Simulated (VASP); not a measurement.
Method: optB86b-vdW, VASP's PBE PAW potentials (set 64) (plane waves; VASP).

The input files of a VASP run:

File POSCAR:
```
TiO2
1
    4.7023000454     0.0000000000     0.0000000000
    0.0000000000     4.7023000454     0.0000000000
    0.0000000000     0.0000000000     3.0174186248
Ti O
2 4
Direct
  0.0000000000   0.0000000000   0.0000000000
  0.5000000000   0.5000000000   0.5000000000
  0.3040414863   0.3040414863   0.0000000000
  0.8040414863   0.1959585137   0.5000000000
  0.1959585137   0.8040414863   0.5000000000
  0.6959585137   0.6959585137   0.0000000000
```

### INCAR
```
SYSTEM = TiO2
PREC = Accurate
ENCUT = 520
EDIFF = 1E-7
NELM = 100
ALGO = Normal
LREAL = .FALSE.
LASPH = .TRUE.
ISMEAR = 0
SIGMA = 0.05
GGA = MK
PARAM1 = 0.1234
PARAM2 = 1.0
LUSE_VDW = .TRUE.
AGGAC = 0.0
LMAXMIX = 4
LWAVE = .FALSE.
LCHARG = .FALSE.
ISIF = 4
IBRION = 2
NSW = 30
EDIFFG = -0.01
```

### KPOINTS
```
Regular mesh
0
gamma
 5 5 8
```

POTCAR, in this order: Ti_sv O (PBE.64 set). Program: vasp_std.

The run wrote:

### OSZICAR
```
       N       E                     dE             d eps       ncg     rms          rms(c)
DAV:   1     0.687161090875E+03    0.68716E+03   -0.24877E+04  1680   0.201E+03
DAV:   2     0.634473138483E+02   -0.62371E+03   -0.60415E+03  1816   0.578E+02
DAV:   3    -0.548480749757E+02   -0.11830E+03   -0.11510E+03  2644   0.214E+02
DAV:   4    -0.599703984100E+02   -0.51223E+01   -0.51174E+01  2268   0.490E+01
DAV:   5    -0.601847397491E+02   -0.21434E+00   -0.21429E+00  2448   0.812E+00    0.302E+01
DAV:   6    -0.431207946397E+02    0.17064E+02   -0.12714E+02  2044   0.101E+02    0.130E+01
DAV:   7    -0.424743000197E+02    0.64649E+00   -0.22905E+01  2084   0.365E+01    0.739E+00
DAV:   8    -0.423760634624E+02    0.98237E-01   -0.62364E+00  2100   0.215E+01    0.471E+00
DAV:   9    -0.421454944346E+02    0.23057E+00   -0.21396E+00  2172   0.121E+01    0.117E+00
DAV:  10    -0.421586279833E+02   -0.13134E-01   -0.12733E-01  2104   0.271E+00    0.168E-01
DAV:  11    -0.421587325346E+02   -0.10455E-03   -0.42179E-03  2336   0.482E-01    0.108E-01
DAV:  12    -0.421587106423E+02    0.21892E-04   -0.59106E-04  2216   0.173E-01    0.515E-02
DAV:  13    -0.421586772771E+02    0.33365E-04   -0.20145E-04  2300   0.980E-02    0.756E-03
DAV:  14    -0.421586777545E+02   -0.47739E-06   -0.67697E-06  1920   0.211E-02    0.360E-03
DAV:  15    -0.421586778949E+02   -0.14044E-06   -0.15102E-06  2296   0.706E-03    0.122E-03
DAV:  16    -0.421586779095E+02   -0.14614E-07   -0.36961E-07  1676   0.496E-03
   1 F= -.42158678E+02 E0= -.42158678E+02  d E =-.421587E+02
       N       E                     dE             d eps       ncg     rms          rms(c)
DAV:   1    -0.421882681753E+02   -0.29590E-01   -0.57728E+00  1680   0.193E+01    0.111E+00
DAV:   2    -0.421836664507E+02    0.46017E-02   -0.17619E-01  1824   0.338E+00    0.712E-01
DAV:   3    -0.421758650877E+02    0.78014E-02   -0.25283E-02  2208   0.132E+00    0.331E-01
DAV:   4    -0.421738661955E+02    0.19989E-02   -0.96010E-03  2136   0.843E-01    0.676E-02
DAV:   5    -0.421738695569E+02   -0.33613E-05   -0.92868E-04  1896   0.273E-01    0.361E-02
DAV:   6    -0.421738624473E+02    0.71096E-05   -0.95020E-05  2556   0.735E-02    0.159E-02
DAV:   7    -0.421738618893E+02    0.55796E-06   -0.30868E-05  2128   0.422E-02    0.600E-03
DAV:   8    -0.421738618361E+02    0.53240E-07   -0.46450E-06  2120   0.164E-02    0.222E-03
DAV:   9    -0.421738617873E+02    0.48703E-07   -0.20950E-07  1324   0.437E-03
   2 F= -.42173862E+02 E0= -.42173862E+02  d E =-.151839E-01
       N       E                     dE             d eps       ncg     rms          rms(c)
DAV:   1    -0.421773022172E+02   -0.34404E-02   -0.85039E-01  1688   0.742E+00    0.427E-01
DAV:   2    -0.421765840708E+02    0.71815E-03   -0.25543E-02  1844   0.130E+00    0.273E-01
DAV:   3    -0.421754020531E+02    0.11820E-02   -0.34062E-03  2176   0.492E-01    0.116E-01
DAV:   4    -0.421751755444E+02    0.22651E-03   -0.13058E-03  2184   0.307E-01    0.295E-02
DAV:   5    -0.421751713211E+02    0.42233E-05   -0.13619E-04  1968   0.106E-01    0.139E-02
DAV:   6    -0.421751704158E+02    0.90532E-06   -0.12880E-05  2552   0.272E-02    0.526E-03
DAV:   7    -0.421751704656E+02   -0.49796E-07   -0.32949E-06  1944   0.139E-02    0.210E-03
DAV:   8    -0.421751704814E+02   -0.15786E-07   -0.57734E-07  1708   0.586E-03
   3 F= -.42175170E+02 E0= -.42175170E+02  d E =-.164926E-01
```

### OUTCAR
```
------------------------ aborting loop because EDIFF is reached ----------------------------------------
  FORCE on cell =-STRESS in cart. coord.  units (eV):
  Direction    XX          YY          ZZ          XY          YZ          ZX
  --------------------------------------------------------------------------------------
  Total       -4.4592343     -4.4592343     -4.4885531      0.0000000      0.0000000      0.0000000
  in kB     -107.0815469   -107.0815469   -107.7855906      0.0000000      0.0000000      0.0000000
  external PRESSURE =    -107.3162281 kB  Pullay stress =       0.0000000 kB
  volume of cell :       66.72
      direct lattice vectors                 reciprocal lattice vectors
     4.724967806  0.000000000  0.000000000     0.211641654  0.000000000  0.000000000
     0.000000000  4.724967806  0.000000000     0.000000000  0.211641654  0.000000000
     0.000000000  0.000000000  2.988536288     0.000000000  0.000000000  0.334611965
 POSITION                                       TOTAL-FORCE (eV/Angst)
 -----------------------------------------------------------------------------------
      0.00000      0.00000      0.00000         0.000000      0.000000      0.000000
      2.36248      2.36248      1.49427         0.000000      0.000000      0.000000
      1.44952      1.44952      0.00000        -0.002516     -0.002516      0.000000
      3.81200      0.91296      1.49427        -0.002516      0.002516      0.000000
      0.91296      3.81200      1.49427         0.002516     -0.002516      0.000000
      3.27545      3.27545      0.00000         0.002516      0.002516      0.000000
 -----------------------------------------------------------------------------------
    total drift:                               -0.000000      0.000000      0.000000
  FREE ENERGIE OF THE ION-ELECTRON SYSTEM (eV)
  ---------------------------------------------------
  free  energy   TOTEN  =       -42.1751704814 eV

  energy  without entropy=      -42.1751704814  energy(sigma->0) =      -42.17517048

 reached required accuracy - stopping structural energy minimisation
```
(Selected blocks of OUTCAR.)

### CONTCAR
```
TiO2
   1.00000000000000
     4.7249678064928933    0.0000000000000000    0.0000000000000000
     0.0000000000000000    4.7249678064928933    0.0000000000000000
     0.0000000000000000    0.0000000000000000    2.9885362877065225
  Ti              O
     2     4
Direct
     0.0000000000000000    0.0000000000000000    0.0000000000000000
     0.5000000000000000    0.5000000000000000    0.5000000000000000
     0.3067789432453875    0.3067789432453875    0.0000000000000000
     0.8067789432453875    0.1932210567546125    0.5000000000000000
     0.1932210567546125    0.8067789432453875    0.5000000000000000
     0.6932210567546125    0.6932210567546125    0.0000000000000000
```

The compound is TiO2 in the rutile structure. This cell is one point of a volume scan, at 1.06 of the reference volume. Symmetry was kept, so distortions that lower it aren't found.
